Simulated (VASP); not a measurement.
Here is the system:

```xyz
6
Lattice="4.7693 0.0000 0.0000 0.0000 4.7693 0.0000 0.0000 0.0000 3.1771" Properties=species:S:1:pos:R:3 pbc="T T T"
Zn     2.3846     2.3846     1.5885
Zn     0.0000     0.0000     0.0000
F      3.3235     3.3235     0.0000
F      1.4458     1.4458     0.0000
F      3.8304     0.9389     1.5885
F      0.9389     3.8304     1.5885
```

Method: PBE GGA, VASP's PBE PAW potentials (set 64) (plane waves; VASP). Settings: 400 eV cut-off, 5×5×7 Γ-centred mesh, Fermi-Dirac smearing of 0.020 eV, potentials Zn F.

Task: Give the energies of bands 15 to 28 at the high-symmetry points, in eV from the valence-band maximum.

Result: 
```csv
band,Γ,X,M,Z,R,A
15,-2.88,-2.65,-2.88,-2.78,-2.93,-2.78
16,-2.88,-2.65,-2.88,-2.78,-2.93,-2.78
17,-2.83,-2.06,-2.39,-2.62,-2.79,-2.43
18,-2.45,-2.06,-2.39,-2.62,-2.79,-2.43
19,-1.84,-1.83,-1.97,-1.55,-2.33,-1.31
20,-1.52,-1.83,-1.97,-1.55,-2.33,-1.31
21,-1.34,-1.42,-1.55,-1.25,-1.56,-1.31
22,-1.34,-1.42,-1.55,-1.25,-1.56,-1.31
23,-0.99,-0.59,-1.11,-1.23,-1.20,-1.18
24,-0.30,-0.59,-1.11,-1.23,-1.20,-1.18
25,-0.30,-0.39,-0.33,-1.18,-0.04,-0.75
26,0.00,-0.39,-0.33,-1.18,-0.04,-0.75
27,3.43,5.99,6.85,8.06,8.54,7.89
28,9.11,5.99,6.85,8.06,8.54,7.89
```

The gap is direct, 3.43 eV, from the valence maximum at Γ to the conduction minimum at Γ.

The structure comes from a computed database's ZnF2 entry; how it stands against other phases isn't given here. The cell was not relaxed at this level.
